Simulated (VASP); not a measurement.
Crystal: Al4Te.

```
Al Te
1.0
     3.30963    0.00000    0.00000
     0.00000    3.30963    0.00000
     0.00000    0.00000    7.02079
Al Te
4 1
Direct
  0.00000 0.00000 0.33333
  0.00000 0.00000 0.66667
  0.50000 0.50000 0.33333
  0.50000 0.50000 0.66667
  0.00000 0.00000 0.00000
```

The cell was built by a generator and needn't be a form met in nature.

The cell isn't the ideal one: ordered superstructure of sc with vacancies (P4/mmm, No. 123).

```yaml
Program: VASP 6.6.1
Task: relaxation of cell and atoms
Functional: PBE
Potentials_or_basis: VASP PAW PBE potentials, release 64 (Al, Te)
Cutoff: 600 eV
k_mesh: 6 × 6 × 4
Occupations: gaussian, width 0.1 eV
Spin: no spin polarisation
```

At the start: pressure 51.8 GPa; volume 15.38 Å³/atom.

Q: Where does the relaxation end?

A: Over 37 steps the energy falls by 1055.9 meV/atom and the volume is 22.23 Å³/atom (+44.5 %); space group P4/mmm (No. 123, to 0.05 Å).

Step by step:
```tsv
step	energy change (eV)	largest force (eV/Å)	pressure (GPa)	volume (Å³)
1	0.0000	1.9892	51.80	76.90
2	-4.0706	0.4001	-6.29	146.42
3	-4.7906	0.2958	0.76	116.46
4	-4.7928	0.3141	-0.03	118.28
5	-4.8184	0.2479	-0.29	118.88
6	-4.8280	0.1649	-0.46	119.50
7	-4.8351	0.1305	0.02	118.34
8	-4.8360	0.1237	0.29	117.73
9	-4.8390	0.0920	0.07	118.21
10	-4.8394	0.0770	-0.05	118.47
11	-4.8421	0.0799	-0.14	118.60
12	-4.8492	0.0956	-0.40	118.99
13	-4.8557	0.1010	-0.84	119.75
14	-4.8565	0.1024	-0.83	119.70
15	-4.8587	0.1066	-0.79	119.55
16	-4.8633	0.1163	-0.72	119.25
17	-4.8722	0.1320	-0.58	118.65
18	-4.8821	0.1090	-0.25	117.45
19	-4.8868	0.1136	-0.21	117.21
20	-4.9010	0.1319	-0.07	116.48
21	-4.9288	0.1826	0.27	115.05
22	-4.9660	0.3414	1.16	112.21
23	-4.9782	0.3509	1.20	111.95
24	-5.0115	0.4061	1.32	111.16
25	-5.0470	0.5933	1.64	109.57
26	-5.0781	0.5203	1.42	109.82
27	-5.1546	0.3177	0.79	110.56
28	-5.2473	0.1585	-0.20	112.00
29	-5.2417	0.2781	-1.47	114.65
30	-5.2696	0.1283	-0.91	113.41
31	-5.2706	0.0960	-0.80	113.16
32	-5.2706	0.0880	-0.77	113.09
33	-5.2735	0.0934	-0.55	112.58
34	-5.2771	0.1099	-0.02	111.38
35	-5.2773	0.1160	0.14	111.04
36	-5.2781	0.0938	0.10	111.06
37	-5.2797	0.0284	0.00	111.13
```

Final structure:
```
Al Te
1.0
     3.60245    0.00000    0.00000
     0.00000    3.60245    0.00000
     0.00000    0.00000    8.56319
Al Te
4 1
Direct
  0.00000 0.00000 0.34483
  0.00000 0.00000 0.65517
  0.50000 0.50000 0.21000
  0.50000 0.50000 0.79000
  0.00000 0.00000 0.00000
```

Caveat: the volume moved by over 15 % at a fixed basis, so the end points are rough.
